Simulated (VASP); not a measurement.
# SnSO with PBEsol: from relaxation to properties, part 4 of 4

What structure does SnSO take at this level, and what are its properties? The cell is invented: it takes the structure of a Materials Project entry for SnSeS (space group 156 there), with some of its atoms replaced by other elements, volume scaled by an estimate. It may not be a known or stable phase.

VASP 6.6.1; PBEsol; plane waves and PAW (Sn_d, S, O); invented cell.

So far, gap on the k-mesh (eV): step 2 (rough relaxation of the start cell) 0.268; step 3 (relaxing cell and atoms (PBEsol)) 0.268; step 6 (density of states (PBEsol)) 0.272. The relaxed cell has a = 3.425, c = 5.397 Å (conventional setting).

### Step 7. Optical spectrum (PBEsol)

LOPTICS sums transitions from filled to empty bands. NBANDS is raised for it.

Input file INCAR:

```
SYSTEM = SnSO
PREC = Accurate
ENCUT = 520
EDIFF = 1E-06
NELM = 100
ISMEAR = 0
SIGMA = 0.05
LREAL = .FALSE.
ALGO = Normal
GGA = PS
NBANDS = 37
LORBIT = 11
LWAVE = .FALSE.
LCHARG = .FALSE.
LOPTICS = .TRUE.
NEDOS = 1500
CSHIFT = 0.1
```

Input file POSCAR:

```
SnSO
1.0
    3.4252663716      0.0000000000      0.0000000000
   -1.7126331858      2.9663681962      0.0000000000
    0.0000000000      0.0000000000      5.3969445207
Sn S O
1 1 1
Direct
    0.3333333300      0.6666666700      0.9638322528
    0.6666666700      0.3333333300      0.2464994358
    0.0000000000      0.0000000000      0.7896693114
```

Input file KPOINTS:

```
Automatic mesh
0
Gamma
10 10 5
0 0 0
```

PAW data sets: Sn_d, S and O (PBE family, release 64).

Launch:

```
> mpirun -np 1 vasp_std
```

The log of the run:

```text
[... set-up lines as in an earlier step ...]
 entering main loop
       N       E                     dE             d eps       ncg     rms          rms(c)
DAV:   1     0.241276387590E+03    0.24128E+03   -0.10897E+04  5352   0.939E+02
DAV:   2     0.171081159196E+02   -0.22417E+03   -0.20184E+03  4609   0.355E+02
DAV:   3    -0.168030474798E+02   -0.33911E+02   -0.33347E+02  5055   0.851E+01
DAV:   4    -0.179876287130E+02   -0.11846E+01   -0.11833E+01  5161   0.169E+01
DAV:   5    -0.180050145506E+02   -0.17386E-01   -0.17384E-01  5231   0.217E+00    0.102E+01
DAV:   6    -0.164740342160E+02    0.15310E+01   -0.54327E+00  5747   0.215E+01    0.592E+00
DAV:   7    -0.163130224483E+02    0.16101E+00   -0.10846E+00  5357   0.407E+00    0.370E+00
DAV:   8    -0.162837255565E+02    0.29297E-01   -0.15108E-01  5419   0.200E+00    0.884E-01
DAV:   9    -0.162836875325E+02    0.38024E-04   -0.11555E-02  5204   0.505E-01    0.332E-01
DAV:  10    -0.162839464130E+02   -0.25888E-03   -0.13425E-03  5158   0.188E-01    0.108E-01
DAV:  11    -0.162839435044E+02    0.29086E-05   -0.12301E-04  5316   0.576E-02    0.371E-02
DAV:  12    -0.162839870710E+02   -0.43567E-04   -0.47898E-05  4856   0.280E-02    0.153E-02
DAV:  13    -0.162839861111E+02    0.95989E-06   -0.17194E-06  5274   0.680E-03
   1 F= -.16283986E+02 E0= -.16283986E+02  d E =-.143396E-06
 optical routines
 imaginary and real dielectric function
 recalculating local potential from charge density
 direction            1
 direction            2
 direction            3
```

Wall time 1.7 min (1 MPI rank of AMD EPYC 7R43, shared host); peak memory 0.3 GiB.

OUTCAR, selected parts (step 7):

```text
   k-points           NKPTS =     58   k-points in BZ     NKDIM =     58   number of bands    NBANDS=     37

   NELECT =      26.0000    total number of electrons

 E-fermi :   5.1180

 k-point     1 :       0.0000    0.0000    0.0000
  band No.  band energies     occupation
    ...
      9       2.1324      2.00000
     10       2.1324      2.00000
     11       3.7834      2.00000
     12       4.9489      2.00000
     13       4.9489      2.00000
     14       5.2476      0.00025
     15       9.6284      0.00000
     16      11.8215      0.00000
     17      11.8215      0.00000
     18      15.1729      0.00000
    ...

  Total       -0.0078510     -0.0078510      0.0248558      0.0000000     -0.0000000     -0.0000000
  in kB       -0.2293879     -0.2293879      0.7262255      0.0000000     -0.0000000     -0.0000000
  external PRESSURE =       0.0891499 kB  Pullay stress =       0.0000000 kB

 POSITION                                       TOTAL-FORCE (eV/Angst)
 -----------------------------------------------------------------------------------
     -0.00000      1.97758      5.20175         0.000000      0.000000     -0.006960
      1.71263      0.98879      1.33034        -0.000000      0.000000      0.004333
      0.00000      0.00000      4.26180        -0.000000     -0.000000      0.002628
 -----------------------------------------------------------------------------------
    total drift:                               -0.000004      0.000013      0.000039

  FREE ENERGIE OF THE ION-ELECTRON SYSTEM (eV)
  ---------------------------------------------------
  free  energy   TOTEN  =       -16.2839861111 eV

  energy  without entropy=      -16.2839859677  energy(sigma->0) =      -16.28398604

 plasma frequency squared (from intraband transitions) (eV^2)
  --------------------------------------------------------------------------------------
       0.000      -0.000       0.000
       0.000       0.000       0.000
       0.000      -0.000       0.000

[... 8 parts as in an earlier step ...]

[... 8 further parts left out ...]
```

With so small a gap the low-energy part of the spectrum hangs on the few k-points near the gap and is not converged. These are independent-particle spectra without excitons or local fields. Their onset and peaks carry the functional's gap error, and fine structure and low peaks depend on the mesh and on CSHIFT.

This step gave:

```yaml
bands: 37
fermi_energy: 5.118 eV
pressure: 0.008915 GPa
```

The imaginary dielectric function has structure finer than the step of the table below, so its rows give means over 0.5 eV, whole bins alone (the curve runs from 0 to 25.0 eV). Peaks (eV: height): xx 0.28: 2.97, 5.13: 14.4, 5.49: 14.0, 6.30: 11.5, 7.31: 8.71; zz 1.86: 3.59, 3.35: 3.88, 7.19: 8.33, 8.36: 12.7, 11.15: 4.07.

Imaginary dielectric function against photon energy; means over each step:

| photon energy (eV) | xx | zz |
| --- | --- | --- |
| 0.5 | 1.39 | 0.0432 |
| 1.0 | 1.04 | 0.161 |
| 1.5 | 0.565 | 1.09 |
| 2.0 | 0.784 | 1.95 |
| 2.5 | 1.88 | 1.89 |
| 3.0 | 2.90 | 3.00 |
| 3.5 | 3.95 | 3.71 |
| 4.0 | 3.62 | 2.09 |
| 4.5 | 5.22 | 1.73 |
| 5.0 | 10.6 | 1.94 |
| 5.5 | 12.6 | 4.26 |
| 6.0 | 10.2 | 4.89 |
| 6.5 | 8.31 | 6.04 |
| 7.0 | 7.54 | 7.74 |
| 7.5 | 6.72 | 6.09 |
| 8.0 | 5.06 | 7.79 |
| 8.5 | 3.98 | 10.5 |
| 9.0 | 3.95 | 6.26 |
| 9.5 | 3.25 | 3.16 |
| 10.0 | 3.15 | 3.17 |
| 10.5 | 2.60 | 2.65 |
| 11.0 | 2.81 | 3.82 |
| 11.5 | 2.61 | 2.82 |
| 12.0 | 2.01 | 2.16 |
| 12.5 | 1.50 | 1.91 |
| 13.0 | 1.43 | 1.30 |
| 13.5 | 1.36 | 1.17 |
| 14.0 | 1.13 | 0.889 |
| 14.5 | 1.05 | 1.08 |
| 15.0 | 0.841 | 1.01 |
| 15.5 | 0.634 | 0.761 |
| 16.0 | 0.641 | 0.801 |
| 16.5 | 0.493 | 0.610 |
| 17.0 | 0.502 | 0.436 |
| 17.5 | 0.501 | 0.425 |
| 18.0 | 0.474 | 0.408 |
| 18.5 | 0.392 | 0.408 |
| 19.0 | 0.359 | 0.375 |
| 19.5 | 0.332 | 0.335 |
| 20.0 | 0.321 | 0.366 |
| 20.5 | 0.247 | 0.301 |
| 21.0 | 0.231 | 0.339 |
| 21.5 | 0.248 | 0.376 |
| 22.0 | 0.248 | 0.274 |
| 22.5 | 0.249 | 0.268 |
| 23.0 | 0.240 | 0.322 |
| 23.5 | 0.243 | 0.321 |
| 24.0 | 0.220 | 0.278 |
| 24.5 | 0.215 | 0.225 |

Real dielectric function against photon energy:

```
photon energy (eV)       xx       zz
               0.0     9.70     6.19
               0.5     6.96     6.29
               1.0     6.78     6.67
               1.5     7.35     7.07
               2.0     7.94     5.17
               2.5     9.66     6.86
               3.0     8.99     6.69
               3.5     8.40     5.04
               4.0     8.72     4.07
               4.5     11.7     5.71
               5.0     12.3     6.50
               5.5     5.28     7.91
               6.0     1.28     5.61
               6.5    -2.14     6.24
               7.0    0.973     4.75
               7.5    -2.16     2.49
               8.0    -2.45     3.37
               8.5    -1.98    -2.29
               9.0   -0.888    -3.61
               9.5    -1.20    -2.15
              10.0   -0.838   -0.965
              10.5    -1.16   -0.536
              11.0   -0.811   -0.545
              11.5    -1.32    -2.03
              12.0    -1.43    -1.31
              12.5    -1.18    -1.49
              13.0   -0.896    -1.25
              13.5   -0.866   -0.739
              14.0   -0.751   -0.626
              14.5   -0.669   -0.437
              15.0   -0.700   -0.451
              15.5   -0.478   -0.555
              16.0   -0.346   -0.273
              16.5   -0.265   -0.316
              17.0  -0.0950   -0.198
              17.5  -0.0698  -0.0791
              18.0  -0.0734   0.0534
              18.5   0.0498    0.142
              19.0   0.0677    0.127
              19.5    0.121    0.205
              20.0    0.175    0.316
              20.5    0.209    0.309
              21.0    0.314    0.377
              21.5    0.344    0.370
              22.0    0.419    0.408
              22.5    0.421    0.477
              23.0    0.469    0.498
              23.5    0.470    0.494
              24.0    0.516    0.492
              24.5    0.536    0.514
```

The mean of ε2 over directions passes 5 % of its top at 0.16 eV, against a least direct gap of 0.30 eV on this mesh; what lies under the gap is the tail of the broadening by CSHIFT.

### Step 8. Core-level energies (PBEsol)

ICORELEVEL = 1 prints the core eigenvalues in the potential of the ground state.

Input file INCAR:

```
SYSTEM = SnSO
PREC = Accurate
ENCUT = 520
EDIFF = 1E-06
NELM = 100
ISMEAR = 0
SIGMA = 0.05
LREAL = .FALSE.
ALGO = Normal
GGA = PS
NBANDS = 19
LORBIT = 11
LWAVE = .FALSE.
LCHARG = .FALSE.
ICORELEVEL = 1
```

POSCAR is that of step 7.

Input file KPOINTS:

```
Automatic mesh
0
Gamma
7 7 4
0 0 0
```

Launch:

```
> mpirun -np 1 vasp_std
```

The log of the run:

```text
[... set-up lines as in an earlier step ...]
 entering main loop
       N       E                     dE             d eps       ncg     rms          rms(c)
[... 13 cycles as in an earlier step ...]
   1 F= -.16281911E+02 E0= -.16281911E+02  d E =-.371991E-06
```

The job ended after 26 s (1 MPI rank; peak memory 0.16 GiB).

From OUTCAR (step 8):

```text
   NELECT =      26.0000    total number of electrons

 the core state eigenenergies are
   1-  1s -28997.4568  2s  -4368.8724  2p  -3920.4954  3s   -835.1597  3p   -688.7068
       3d   -463.4091  4s   -124.1590  4p    -79.9477
   2-  1s  -2393.3724  2s   -199.5403  2p   -144.3051
   3-  1s   -501.0784

 E-fermi :   5.1184

[... 19 parts as in an earlier step ...]

[... 2 further parts left out ...]
```

These are scalar-relativistic Kohn-Sham levels of the ground state, with no core hole, so they are not binding energies.

This step gave:

```yaml
bands: 19
irreducible_k_points: 28
pressure: 0.03001 GPa
valence_top_at_k: 0, 0, 0.5
gap_on_the_k_mesh: 0.2675 eV
least_direct_gap_on_the_k_mesh: 0.2967 eV
```

Kohn-Sham core levels. Core levels, by row:

```
atom  shell  level below the valence-band top (eV)
 Sn1     1s                                  29002
 Sn1     2s                                   4374
 Sn1     2p                                   3925
 Sn1     3s                                  840.1
 Sn1     3p                                  693.7
 Sn1     3d                                  468.4
 Sn1     4s                                  129.1
 Sn1     4p                                  84.93
  S2     1s                                   2398
  S2     2s                                  204.5
  S2     2p                                  149.3
  O3     1s                                  506.1
```

### Step 9. Total and projected DOS (PBEsol) with a changed input

A density of states needs more k-points than a total energy, and tetrahedra (ISMEAR = -5) or a smearing that fits the mesh; LORBIT projects the states on the PAW spheres. The mesh is finer than in the run before. Some settings are moved from the usual, to see what they do.

Input file INCAR:

```
SYSTEM = SnSO
PREC = Accurate
ENCUT = 520
EDIFF = 1E-06
NELM = 100
ISMEAR = 2
SIGMA = 0.2
LREAL = .FALSE.
ALGO = Normal
GGA = PS
NBANDS = 26
LORBIT = 11
LWAVE = .FALSE.
LCHARG = .FALSE.
NEDOS = 2001
NELECT = 27
```

POSCAR is that of step 8.

Input file KPOINTS:

```
Automatic mesh
0
Gamma
10 10 5
0 0 0
```

Launch:

```
> mpirun -np 1 vasp_std
```

The log of the run:

```text
[... set-up lines as in an earlier step ...]
 entering main loop
       N       E                     dE             d eps       ncg     rms          rms(c)
DAV:   1     0.244650519380E+03    0.24465E+03   -0.12578E+04  3322   0.137E+03
DAV:   2     0.190314978053E+02   -0.22562E+03   -0.20878E+03  3184   0.409E+02
DAV:   3    -0.105468662762E+02   -0.29578E+02   -0.29040E+02  3716   0.113E+02
DAV:   4    -0.114732918173E+02   -0.92643E+00   -0.92470E+00  3508   0.214E+01
DAV:   5    -0.114915954694E+02   -0.18304E-01   -0.18300E-01  4028   0.315E+00BRMIX: very serious problems
 the old and the new charge density differ
 old charge density:    26.00000 new   27.00000
    0.113E+01
DAV:   6    -0.949833522349E+01    0.19933E+01   -0.10581E+01  4426   0.313E+01    0.614E+00
DAV:   7    -0.931647837868E+01    0.18186E+00   -0.13752E+00  3574   0.680E+00    0.396E+00
DAV:   8    -0.929966296823E+01    0.16815E-01   -0.25265E-01  3262   0.274E+00    0.140E+00
DAV:   9    -0.929638178923E+01    0.32812E-02   -0.26211E-02  4902   0.112E+00    0.352E-01
DAV:  10    -0.929644759464E+01   -0.65805E-04   -0.59123E-03  3842   0.511E-01    0.113E-01
DAV:  11    -0.929645652087E+01   -0.89262E-05   -0.27688E-04  3508   0.110E-01    0.472E-02
DAV:  12    -0.929648403503E+01   -0.27514E-04   -0.44621E-05  3278   0.346E-02    0.146E-02
DAV:  13    -0.929648286092E+01    0.11741E-05   -0.48053E-06  3852   0.164E-02    0.548E-03
DAV:  14    -0.929648358901E+01   -0.72809E-06   -0.12177E-06  2784   0.627E-03
   1 F= -.92964836E+01 E0= -.92960446E+01  d E =-.175615E-02
```

Elapsed: 73 s, on 1 MPI rank; peak memory 0.18 GiB.

OUTCAR, selected parts (step 9):

```text
NELECT = 27

 ion  position               nearest neighbor table
   1  0.333  0.667  0.964-   3 2.19   3 2.19   3 2.19   2 2.50   2 2.50   2 2.50
   2  0.667  0.333  0.246-   1 2.50   1 2.50   1 2.50
   3  0.000  0.000  0.790-   1 2.19   1 2.19   1 2.19

 E-fermi :   7.4533

 k-point     1 :       0.0000    0.0000    0.0000
  band No.  band energies     occupation
    ...
     10       2.6092      2.00000
     11       3.9904      2.00000
     12       4.8343      2.00000
     13       4.8343      2.00000
     14       5.2160      2.00000
     15       9.3918      0.00000
     16      11.7977      0.00000
     17      11.7977      0.00000
     18      14.7084      0.00000
     19      15.9327      0.00000
    ...

  Total       15.6001640     15.6001693     14.7731620     -0.0000000      0.0000000      0.0000000
  in kB      455.7979677    455.7981225    431.6350301     -0.0000000      0.0000000      0.0000000
  external PRESSURE =     447.7437068 kB  Pullay stress =       0.0000000 kB

 POSITION                                       TOTAL-FORCE (eV/Angst)
 -----------------------------------------------------------------------------------
     -0.00000      1.97758      5.20175        -0.000000      0.000000     -1.587210
      1.71263      0.98879      1.33034        -0.000000      0.000000      2.029113
      0.00000      0.00000      4.26180         0.000000     -0.000000     -0.441904
 -----------------------------------------------------------------------------------
    total drift:                               -0.000002      0.000012     -0.000125

  FREE ENERGIE OF THE ION-ELECTRON SYSTEM (eV)
  ---------------------------------------------------
  free  energy   TOTEN  =        -9.2964835890 eV

  energy  without entropy=       -9.2947274431  energy(sigma->0) =       -9.29604455

[... 7 parts as in an earlier step ...]

[... 9 further parts left out ...]
```

The run converged; its settings lie outside those of the reference runs, so its numbers are set aside.

Settings moved from the usual: ISMEAR = 2, SIGMA = 0.2 and NELECT = 27.0.

NELECT differs from the neutral count, so the cell is charged against a uniform background: another system, not a numerical setting.

### Step 10. Results

- relaxed volume: 18.28 Å³/atom
- relaxed conventional cell a, b, c: 3.425, 3.425, 5.397 Å; angles 90.0, 90.0, 120.0°
- space group after relaxing, within 0.02 Å: P3m1 (No. 156)
- band gap: 0.267 eV, indirect (least direct gap of that run 0.296 eV)
- gap among the points of the DOS mesh alone, an upper bound: 0.272 eV
- strongest peak of ε2, mean over directions: 5.57 eV
- shallowest level of the frozen cores: Sn1 4p, 84.9 eV deep

**Reading.** With PBEsol, SnSO relaxes to 18.28 Å³/atom in space group P3m1 (held by the symmetry of the run) and has an indirect gap of 0.267 eV. Band structure (PBEsol): The path shows an indirect gap of 0.27 eV (valence top at A, conduction bottom at Γ). The least direct gap is 0.30 eV. Spin-orbit coupling is left out, and with elements this heavy it would split and shift bands near the edges, and it can change the kind of a small gap. The bonds form layers, and without a dispersion term the spacing between them, and what depends on it, is unreliable. No search among competing phases was made. All values are for a static lattice at zero temperature.

[Lines on the potential files, build, host, timing and source positions are cut from VASP's logs without a mark.]

[Logs are printed without paths, hosts, clocks, repeated set-up lines and the standing remarks that a program may print on its own settings, such as how far it seeks lower states.]

[Hosts, paths, dates, database ids (printed as entryN), source tags and the programs' standing remarks are cut or masked in the printed files.]

[A measured line is paired with the nearest computed mode of its activity, which favours agreement.]

[In band tables of VASP the shares of atoms and orbitals are scaled to a sum of 1 inside the atoms' spheres.]
